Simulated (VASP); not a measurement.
Data:

```
CELL_PARAMETERS angstrom
      0.00000     2.07793     2.07793
      2.07793     0.00000     2.07793
      2.07793     2.07793     0.00000
ATOMIC_POSITIONS crystal
  Si 0.00000 0.00000 0.00000
  C  0.25000 0.25000 0.25000
```

The numbers are results of PBE GGA, VASP's PBE PAW potentials (set 64) (plane waves; VASP), not measurements. Numerical set-up: 620 eV cut-off, 11×11×11 Γ-centred mesh, Gaussian smearing of 0.050 eV, potentials Si C.

### Question
Estimate the energy per atom (σ→0), pressure.

### Answer

The energy per atom (σ→0) is -7.342 eV/atom and the pressure comes out as 44.99 GPa.

The absolute energy has meaning only against runs of the same code, potentials and settings.

The compound is SiC in the zinc blende structure. It was relaxed first under an external pressure of 45 GPa.
